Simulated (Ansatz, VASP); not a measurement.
# Cross-check of MoS2 between VASP and Ansatz

Aim: how closely do two programs agree when they are given the same cell, functional and k mesh? The cell is taken from a series of VASP runs on this material, whose earlier steps may have relaxed, scaled or displaced it; both programs get it as it stands.

Method: plane waves, with VASP 6.6.1 beside it; band structure at revPBE, electric field gradients at revPBE and band structure at revPBE, spin-orbit coupling, in Ansatz 0.2.0.

## (1) The starting structure

Symmetry: P6_3/mmc, No. 194, hexagonal system. The conventional cell has a = 3.200 Å, b = 3.200 Å, c = 15.098 Å, α = 90.00°, β = 90.00°, γ = 120.00°. Nearest to Mo lie 6 S at 2.42 Å. S has 3 Mo at 2.42 Å nearest. Farther neighbours and most contacts between anions are not listed.

Structure file:

```cif
data_structure
_symmetry_space_group_name_H-M 'P6_3/mmc'
_symmetry_Int_Tables_number 194
_cell_length_a 3.2000
_cell_length_b 3.2000
_cell_length_c 15.0982
_cell_angle_alpha 90.000
_cell_angle_beta 90.000
_cell_angle_gamma 120.000
_cell_volume 133.89
loop_
_atom_site_label
_atom_site_type_symbol
_atom_site_symmetry_multiplicity
_atom_site_Wyckoff_symbol
_atom_site_fract_x
_atom_site_fract_y
_atom_site_fract_z
_atom_site_occupancy
Mo1 Mo 2 c 0.66667 0.33333 0.75000 1
S1 S 4 f 0.66667 0.33333 0.35348 1
```

## (2) VASP: band structure, revPBE

The same path points are solved in both programs, so levels can be compared one by one.

Lines of VASP's logs that name or quote its potential files are left out, and so is its time.

Contents of INCAR:

```
SYSTEM = MoS2
PREC = Accurate
ENCUT = 400
EDIFF = 1E-06
NELM = 100
ISMEAR = 0
SIGMA = 0.05
LREAL = .FALSE.
ALGO = Normal
GGA = RE
LORBIT = 11
LWAVE = .FALSE.
LCHARG = .FALSE.
KPAR = 2
```

Contents of POSCAR:

```
MoS2
1.0
    3.2000069856      0.0000000000      0.0000000000
   -1.6000034928      2.7712873418      0.0000000000
    0.0000000000      0.0000000000     15.0981737458
Mo S
2 4
Direct
    0.6666666667      0.3333333333      0.7500000000
    0.3333333333      0.6666666667      0.2500000000
    0.6666666667      0.3333333333      0.3534826125
    0.3333333333      0.6666666667      0.8534826125
    0.6666666667      0.3333333333      0.1465173875
    0.3333333333      0.6666666667      0.6465173875
```

Contents of KPOINTS:

```
Automatic mesh
0
Gamma
7 7 2
0 0 0
```

Contents of KPOINTS_OPT:

```
Line mode
16
Line-mode
Reciprocal
  0.00000000   0.00000000   0.00000000 GAMMA
  0.50000000   0.00000000   0.00000000 M

  0.50000000   0.00000000   0.00000000 M
  0.33333333   0.33333333   0.00000000 K

  0.33333333   0.33333333   0.00000000 K
  0.00000000   0.00000000   0.00000000 GAMMA

  0.00000000   0.00000000   0.00000000 GAMMA
  0.00000000   0.00000000   0.50000000 A

  0.00000000   0.00000000   0.50000000 A
  0.50000000   0.00000000   0.50000000 L

  0.50000000   0.00000000   0.50000000 L
  0.33333333   0.33333333   0.50000000 H

  0.33333333   0.33333333   0.50000000 H
  0.00000000   0.00000000   0.50000000 A

  0.50000000   0.00000000   0.50000000 L
  0.50000000   0.00000000   0.00000000 M

  0.33333333   0.33333333   0.00000000 K
  0.33333333   0.33333333   0.50000000 H
```

Potentials, in the order of the species: Mo_sv and S (PBE family, release 64).

Run with:

```console
$ mpirun -np 2 vasp_std
```

Numbers of over 12 decimals in the logs are rounded to 6 here.

Output:

```text
[banner, memory and clock lines left out]
running    2 mpi-ranks, on    1 nodes
 distrk:  each k-point on    1 cores,    2 groups
 distr:  one band on    1 cores,    1 groups

 POSCAR found type information on POSCAR MoS
 POSCAR found :  2 types and       6 ions
|                                                                             |
|               ----> ADVICE to this user running VASP <----                  |
|                                                                             |
|     You enforced a specific xc type in the INCAR file but a different       |
|     [... a line on the potential file left out ...]
|     I HOPE YOU KNOW WHAT YOU ARE DOING!                                     |
|                                                                             |

 LDA part: xc-table for (Slater+PW92), standard interpolation
 POSCAR, INCAR and KPOINTS ok, starting setup
 FFT: planning ... GRIDC
 FFT: planning ... GRID_SOFT
 FFT: planning ... GRID
 WAVECAR not read
 entering main loop
       N       E                     dE             d eps       ncg     rms          rms(c)
DAV:   1     0.363630631042E+03    0.36363E+03   -0.26518E+04  1224   0.127E+03
DAV:   2    -0.248348286238E+02   -0.38847E+03   -0.38017E+03  1267   0.342E+02
DAV:   3    -0.441897361443E+02   -0.19355E+02   -0.19233E+02  1307   0.676E+01
DAV:   4    -0.446532941368E+02   -0.46356E+00   -0.46252E+00  1244   0.102E+01
DAV:   5    -0.446678519612E+02   -0.14558E-01   -0.14553E-01  1285   0.174E+00    0.325E+01
DAV:   6    -0.424599255908E+02    0.22079E+01   -0.24978E+01  1101   0.258E+01    0.134E+01
DAV:   7    -0.419643548920E+02    0.49557E+00   -0.10300E+01  1103   0.162E+01    0.789E+00
DAV:   8    -0.416351079332E+02    0.32925E+00   -0.15899E+00  1269   0.693E+00    0.246E+00
DAV:   9    -0.416451279853E+02   -0.10020E-01   -0.13609E-01  1341   0.179E+00    0.115E+00
DAV:  10    -0.416375200480E+02    0.76079E-02   -0.55536E-02  1232   0.130E+00    0.281E-01
DAV:  11    -0.416379345467E+02   -0.41450E-03   -0.25612E-03  1236   0.297E-01    0.115E-01
DAV:  12    -0.416379811372E+02   -0.46591E-04   -0.88419E-04  1287   0.159E-01    0.279E-02
DAV:  13    -0.416380452667E+02   -0.64130E-04   -0.21291E-04  1195   0.791E-02    0.345E-02
DAV:  14    -0.416380551481E+02   -0.98814E-05   -0.36468E-05  1273   0.382E-02    0.521E-03
DAV:  15    -0.416380567918E+02   -0.16436E-05   -0.27120E-06  1019   0.906E-03    0.583E-03
DAV:  16    -0.416380570082E+02   -0.21643E-06   -0.10996E-06   831   0.709E-03
   1 F= -.41638057E+02 E0= -.41638057E+02  d E =-.836845E-12
 Start KPOINTS_OPT (optional k-point list driver)
k-point batch [1-16\144]
       N       E                     dE             ncg
DAV:   1    -0.291903716229E+04   -0.15378E+05     1208
DAV:   2    -0.945567859166E+04   -0.65366E+04     1296
DAV:   3    -0.978083453459E+04   -0.32516E+03     1261
DAV:   4    -0.979121451166E+04   -0.10380E+02     1279
DAV:   5    -0.979158120118E+04   -0.36669E+00     1288
DAV:   6    -0.979159500058E+04   -0.13799E-01     1327
DAV:   7    -0.979159543640E+04   -0.43582E-03     1372
DAV:   8    -0.979159544693E+04   -0.10528E-04     1007
DAV:   9    -0.979159544746E+04   -0.52989E-06      836
[...]
k-point batch [129-144\144]
       N       E                     dE             ncg
DAV:   1    -0.364294118117E+04   -0.33952E+05     1248
DAV:   2    -0.966408743136E+04   -0.60211E+04     1296
DAV:   3    -0.994420534985E+04   -0.28012E+03     1258
DAV:   4    -0.995044697101E+04   -0.62416E+01     1231
DAV:   5    -0.995061390925E+04   -0.16694E+00     1322
DAV:   6    -0.995061791975E+04   -0.40105E-02     1264
DAV:   7    -0.995061801699E+04   -0.97238E-04     1378
DAV:   8    -0.995061801770E+04   -0.71445E-06      816
```

From OUTCAR (step 2):

```text
ion  position               nearest neighbor table
   1  0.667  0.333  0.750-   4 2.42   6 2.42   4 2.42   6 2.42   4 2.42   6 2.42
   2  0.333  0.667  0.250-   3 2.42   5 2.42   3 2.42   5 2.42   3 2.42   5 2.42
   3  0.667  0.333  0.353-   2 2.42   2 2.42   2 2.42
   4  0.333  0.667  0.853-   1 2.42   1 2.42   1 2.42
   5  0.667  0.333  0.147-   2 2.42   2 2.42   2 2.42
   6  0.333  0.667  0.647-   1 2.42   1 2.42   1 2.42

  LATTYP: Found a hexagonal cell.
 ALAT       =     3.2000069856
 C/A-ratio  =     4.7181689958

 Subroutine GETGRP returns: Found 24 space group operations
 (whereof 12 operations were pure point group operations)

The static configuration has the point symmetry D_3d.
 The point group associated with its full space group is D_6h.

 Found     16 irreducible k-points:

   k-points           NKPTS =     16   k-points in BZ     NKDIM =     16   number of bands    NBANDS=     31

   dimension x,y,z NGX =    24 NGY =   24 NGZ =   98
   dimension x,y,z NGXF=    48 NGYF=   48 NGZF=  196

   ENCUT  =  400.0 eV  29.40 Ry    5.42 a.u.   5.22  5.22 24.62*2*pi/ulx,y,z

   NELECT =      52.0000    total number of electrons

 k-points in reciprocal lattice and weights: Automatic mesh
   0.00000000  0.00000000  0.00000000       0.010
   0.14285714  0.00000000  0.00000000       0.061
   0.28571429  0.00000000  0.00000000       0.061
   0.42857143  0.00000000  0.00000000       0.061
   0.14285714  0.14285714  0.00000000       0.061
   0.28571429  0.14285714  0.00000000       0.122
   0.42857143  0.14285714  0.00000000       0.061
   0.28571429  0.28571429  0.00000000       0.061
   0.00000000  0.00000000  0.50000000       0.010
[...]
0.42857143  0.14285714  0.50000000       0.061
   0.28571429  0.28571429  0.50000000       0.061

 average (electrostatic) potential at core
       1 -77.3608       2 -77.3608       3 -86.9954       4 -86.9954       5 -86.9954
       6 -86.9954

 E-fermi :   4.7883

 k-point     1 :       0.0000    0.0000    0.0000
  band No.  band energies     occupation
    ...
     22       2.8413      2.00000
     23       2.8413      2.00000
     24       2.8863      2.00000
     25       4.2538      2.00000
     26       4.5666      2.00000
     27       7.0714      0.00000
     28       7.0718      0.00000
     29       7.0744      0.00000
     30       7.0824      0.00000
     31       7.3162      0.00000

 k-point     2 :       0.1429    0.0000    0.0000
  band No.  band energies     occupation
    ...
     22       2.4253      2.00000
     23       3.1948      2.00000
     24       3.4284      2.00000
     25       4.1093      2.00000
     26       4.2775      2.00000
     27       6.6766      0.00000
     28       6.8529      0.00000
     29       6.8670      0.00000
     30       6.9410      0.00000
     31       7.0224      0.00000

 k-point     3 :       0.2857    0.0000    0.0000
  band No.  band energies     occupation
    ...
     22       2.7404      2.00000
     23       2.8431      2.00000
     24       2.9902      2.00000
     25       3.4976      2.00000
     26       3.5282      2.00000
     27       6.4714      0.00000
     28       6.5923      0.00000
     29       6.6028      0.00000
     30       6.7205      0.00000
     31       7.3572      0.00000

  Total       -0.0139295     -0.0139295      0.0801711      0.0000000      0.0000000      0.0000000
  in kB       -0.1666818     -0.1666818      0.9593378      0.0000000      0.0000000      0.0000000
  external PRESSURE =       0.2086581 kB  Pullay stress =       0.0000000 kB

  energy-cutoff  :      400.00
  volume of cell :      133.89
      direct lattice vectors                 reciprocal lattice vectors
     3.200006986  0.000000000  0.000000000     0.312499318  0.180421565  0.000000000
    -1.600003493  2.771287342  0.000000000     0.000000000  0.360843131  0.000000000
     0.000000000  0.000000000 15.098173746     0.000000000  0.000000000  0.066233176

 POSITION                                       TOTAL-FORCE (eV/Angst)
 -----------------------------------------------------------------------------------
      1.60000      0.92376     11.32363         0.000000     -0.000000      0.000000
     -0.00000      1.84752      3.77454        -0.000000      0.000000      0.000000
      1.60000      0.92376      5.33694        -0.000000      0.000000      0.006030
     -0.00000      1.84752     12.88603        -0.000000     -0.000000      0.006030
      1.60000      0.92376      2.21214        -0.000000     -0.000000     -0.006030
     -0.00000      1.84752      9.76123         0.000000     -0.000000     -0.006030
 -----------------------------------------------------------------------------------
    total drift:                               -0.000000      0.000000     -0.000000

  FREE ENERGIE OF THE ION-ELECTRON SYSTEM (eV)
  ---------------------------------------------------
  free  energy   TOTEN  =       -41.6380570082 eV

  energy  without entropy=      -41.6380570082  energy(sigma->0) =      -41.63805701

 total charge
# of ion       s       p       d       tot
------------------------------------------
    1        2.284   6.213   3.908  12.406
    2        2.284   6.213   3.908  12.406
    3        1.365   2.340   0.000   3.705
    4        1.365   2.340   0.000   3.705
    5        1.365   2.340   0.000   3.705
    6        1.365   2.340   0.000   3.705
--------------------------------------------------
tot         10.031  21.786   7.817  39.634

[... 3 further parts left out ...]
```

This run has no spin polarisation, so a moment on Mo, if there is one, isn't seen. Spin-orbit coupling is off here; it would split degenerate levels. LASPH is off, so gradient terms of the non-spherical density inside the spheres are left out; for open d or f shells this can shift gaps and moments.

## (3) Ansatz: band structure, revPBE

Ansatz runs on its default PAW (the set named soft_2) files.

The same cell, functional, mesh and smearing now go to Ansatz, which takes its cutoff from its data sets.

Contents of input.yaml:

```yaml
crystal:
  lattice:
    - [3.2000069856, 0.0, 0.0]
    - [-1.6000034928, 2.7712873418, 0.0]
    - [0.0, 0.0, 15.0981737458]
  atoms:
    - { symbol: Mo, position: [0.6666666667, 0.3333333333, 0.75] }
    - { symbol: Mo, position: [0.3333333333, 0.6666666667, 0.25] }
    - { symbol: S, position: [0.6666666667, 0.3333333333, 0.3534826125] }
    - { symbol: S, position: [0.3333333333, 0.6666666667, 0.8534826125] }
    - { symbol: S, position: [0.6666666667, 0.3333333333, 0.1465173875] }
    - { symbol: S, position: [0.3333333333, 0.6666666667, 0.6465173875] }
hamiltonian:
  xc: revpbe
  pseudopotentials: { kind: paw }
kpoints:
  mp_grid: { grid: [7, 7, 2] }
  band_path:
    path:
      - [0.0, 0.0, 0.0]
      - [0.13333, 0.0, 0.0]
      - [0.3, 0.0, 0.0]
      - [0.46667, 0.0, 0.0]
      - [0.46667, 0.06667, 0.0]
      - [0.41111, 0.17778, 0.0]
      - [0.35556, 0.28889, 0.0]
      - [0.33333, 0.33333, 0.0]
      - [0.28889, 0.28889, 0.0]
      - [0.17778, 0.17778, 0.0]
      - [0.06667, 0.06667, 0.0]
      - [0.0, 0.0, 0.03333]
      - [0.0, 0.0, 0.2]
      - [0.0, 0.0, 0.36667]
      - [0.0, 0.0, 0.5]
      - [0.16667, 0.0, 0.5]
      - [0.3, 0.0, 0.5]
      - [0.46667, 0.0, 0.5]
      - [0.46667, 0.06667, 0.5]
      - [0.41111, 0.17778, 0.5]
      - [0.35556, 0.28889, 0.5]
      - [0.28889, 0.28889, 0.5]
      - [0.17778, 0.17778, 0.5]
      - [0.06667, 0.06667, 0.5]
      - [0.5, 0.0, 0.46667]
      - [0.5, 0.0, 0.3]
      - [0.5, 0.0, 0.13333]
      - [0.33333, 0.33333, 0.0]
      - [0.33333, 0.33333, 0.16667]
      - [0.33333, 0.33333, 0.33333]
      - [0.33333, 0.33333, 0.5]
    npoints: 1
scf:
  occupations: { method: gaussian, width: 0.05 }
  n_extra_bands: 9
output:
  forces: true
  stress: true
  eigenvalues: true
  write_density: true
  write_potential: true
  elf: true
  volumetric_format: npy
```

Run with:

```console
$ ansatz run input.yaml --threads 4 --pin off --max-ram 9216MiB --backend cpu --events-out ev --progress --plain --runs-dir out
```

Output:

```text
scf.n_extra_bands = 9 over 26 filled bands (N_el = 52.0): the run solves 35 bands
Engine: ansatz 0.2.0, aarch64-unknown-linux-gnu
Pseudopotentials: kind: paw
Pseudopotential: Mo, paw, valence charge 14, recommended cutoff 420 eV (normal), Mo.paw.azcp
Pseudopotential: S, paw, valence charge 6, recommended cutoff 420 eV (normal), S.paw.azcp
Functional definition: revPBE
  parameter kappa = 1.245
  parameter beta = 0.066725
  exchange = pbe_x(kappa = kappa, mu = beta*pi^2/3)
  correlation = pbe_c(beta = beta)
Crystal: 6 atoms, lattice volume = 133.893 Å³
Basis set: ecut = 420 eV, 2631 PW (Γ), exchange–correlation on 48×48×216 points (8 copies of the dense FFT grid, shifted against one another)
Bands: 35, of which v1, the nominal top of the filled ones, is band 26 counted from 1 (25 counted from 0)
Symmetry: 24 space group operations
Space group: P63/mmc (ITA 194), of the structure as read, at distance tolerance 5.1e-5 Å
k-points: 16 of 98
Non-local potential: Mo, projectors of the file, l = 0: 3, l = 1: 2, l = 2: 2, l = 3: 1
Non-local potential: S, projectors of the file, l = 0: 2, l = 1: 2, l = 2: 2
PAW form: soft (Blöchl's): semilocal exchange-correlation on the pseudo side does not see the compensation charge
PAW frozen core: Mo, regenerated for the run's functional, and the local potential with it (the file was generated under x = pbe(κ = 0.804, μ = 0.219515), c = pbe(β = 0.066725))
PAW frozen core: S, regenerated for the run's functional, and the local potential with it (the file was generated under x = pbe(κ = 0.804, μ = 0.219515), c = pbe(β = 0.066725))
PAW one-centre angular grid: Mo, 590 points (default); XC on 64 Gauss nodes
PAW one-centre angular grid: S, 110 points (default); XC on 64 Gauss nodes
Initial density: superposition of atomic densities (neutral atoms: chi_scale 0, normalization atom), corrected by the library's trained network
Initial wavefunctions: pseudopotential atomic-orbital guess
Functional: x = revpbe(κ = 1.245, μ = 0.219515), c = pbe(β = 0.066725)
SCF iter   1: F=—  HF=-13545.497491 eV  |F-HF|=—  |Δ(HF+E_count)|=         —  Δρ=5.00e-3  dr2=1.11e-2  ethr=1.77e-3  ⟨swp⟩=9.5  Hψ=2985  notcnv=0
preconditioner: auto → Resta (q_TF=auto, 2.330 Å⁻¹)  ε∞=6.2  [insulator: Δε(μ)=1.642 eV  Ē_g=8.424 eV  σ=0.050 eV  W_gap=1.00  n_scr=28 (ndim 8)  ℏωp=19.3 eV  f_vac=0.200  D(μ)=0.00/eV (n_scr^D=0)  ε∞_Penn≈6.2]
SCF iter   2: F=—  HF=-13545.509763 eV  |F-HF|=—  |Δ(HF+E_count)|=   1.23e-2  Δρ=2.83e-3  dr2=3.34e-3  ethr=2.14e-5  ⟨swp⟩=2.9  Hψ=1132  notcnv=0  defer=16
SCF iter   3: F=—  HF=-13545.516183 eV  |F-HF|=—  |Δ(HF+E_count)|=   6.42e-3  Δρ=1.17e-3  dr2=1.55e-3  ethr=6.42e-6  ⟨swp⟩=2.0  Hψ=776  notcnv=0  defer=16
SCF iter   4: F=—  HF=-13545.517249 eV  |F-HF|=—  |Δ(HF+E_count)|=   1.07e-3  Δρ=1.26e-4  dr2=7.78e-5  ethr=2.98e-6  ⟨swp⟩=2.0  Hψ=763  notcnv=0  defer=16
SCF iter   5: F=—  HF=-13545.517357 eV  |F-HF|=—  |Δ(HF+E_count)|=   1.08e-4  Δρ=4.54e-5  dr2=9.08e-6  ethr=1.50e-7  ⟨swp⟩=2.1  Hψ=813  notcnv=0  defer=16
SCF iter   6: F=—  HF=-13545.517363 eV  |F-HF|=—  |Δ(HF+E_count)|=   5.65e-6  Δρ=1.24e-5  dr2=2.60e-7  ethr=1.75e-8  ⟨swp⟩=2.1  Hψ=785  notcnv=0  defer=16
SCF iter   7: F=-13545.517364 eV  HF=-13545.517364 eV  |F-HF|=5.51e-8  |Δ(HF+E_count)|=   8.84e-7  Δρ=3.64e-6  dr2=3.12e-8  ethr=1.92e-10  ⟨swp⟩=16.2  Hψ=4441  notcnv=0
SCF 1 converged in 7 iterations: F = -13545.517364 eV  dr2 = 3.12e-8
  greatest PAW one-centre occupation: 0.998 electrons in one spin orbital (limit 2), on the Mo atom at site 1 (counted from 0), in its partial waves of l = 0
NSCF: frozen V_eff on 31 k-points
SCF converged after 7 iterations
Free energy (F): -13545.517364 eV
Harris-Foulkes:  -13545.517364 eV  (|F-HF|=5.51e-8)
Internal energy: -13545.517364 eV  (E = F + TS)
E sigma→0 (E₀):  -13545.517364 eV
Fermi energy:    8.113612 eV
--- Per-component energies (eV) ---
  E_band       = -474.552967
  E_kinetic    = 1308.114538
  E_local      = -6041.209044  (includes V_loc(G=0)·N_el)
  E_nonlocal   = 395.352608
  E_hartree    = 2487.630440
  E_xc         = -756.506448
  E_vxc        = -807.834047  (∫ρ·V_xc dr)
  E_paw        = -8821.686046  (= ΣΔE_a)
  E_vpaw       = -304.246830  (= ΣTr[D̂ρ^β])
  E_aug_tail   = 0.000094  (compensation charges beyond the density's cutoff)
  E_ewald      = -2116.972272
  E_core_change = -0.241234  (= ΣΔE_core)
  E_smearing   = -0.000000  (= −TS)
  E_closure    = -0.000000  (closes the sum)
  Σ components = -13545.517364   (vs F -13545.517364, Δ=0.00e0)
--- Forces (eV/Å), atoms counted from 1 ---
  atom   1  Mo     0.00000000     0.00000000    -0.00000000
  atom   2  Mo    -0.00000000    -0.00000000     0.00000000
  atom   3  S     -0.00000000    -0.00000000     0.02315051
  atom   4  S      0.00000000     0.00000000     0.02315051
  atom   5  S      0.00000000    -0.00000000    -0.02315051
  atom   6  S      0.00000000     0.00000000    -0.02315051
  max |Σ_I F_I| component: 5.78e-18 eV/Å
--- Stress (GPa, compression-positive) ---
        0.342153       0.000000       0.000000
       -0.000000       0.342153       0.000000
        0.000000       0.000000       0.527696
  P = ⅓ Tr σ = 0.4040 GPa (4.040 kbar)
--- Band table (eV; the first three rows and the last of 16) ---
  k-point 0: bands = [... 22 lower, 5.5625, 5.6105, 6.9783, 7.2916, 9.7958, 9.7958, 9.7972, 9.7972, ... 5 higher]
  k-point 1: bands = [... 22 lower, 5.5617, 5.5617, 7.1555, 7.1555, 9.7965, 9.7965, 9.7965, 9.7965, ... 5 higher]
  k-point 2: bands = [... 22 lower, 5.9202, 6.1548, 6.8339, 7.0028, 9.4005, 9.5741, 9.5895, 9.6518, ... 5 higher]
  k-point 15: bands = [... 22 lower, 5.1678, 5.1678, 6.8458, 6.8458, 8.9494, 8.9494, 10.1955, 10.1955, ... 5 higher]
```

The job ended after 2.5 s (4 threads of Arm Neoverse V1, shared host; peak memory 0.46 GiB).

The column dr2 measures how far the density is from self-consistency, as an energy; F and HF (Harris–Foulkes) agree once it is small.

(Part 1 of 3 ends here.)

[Lines on the potential files, build, host, timing and source positions are cut from VASP's logs without a mark.]

[Logs are printed without paths, hosts, clocks, repeated set-up lines and the standing remarks that a program may print on its own settings, such as how far it seeks lower states.]

[Hosts, paths, dates, database ids (printed as entryN), source tags and the programs' standing remarks are cut or masked in the printed files.]
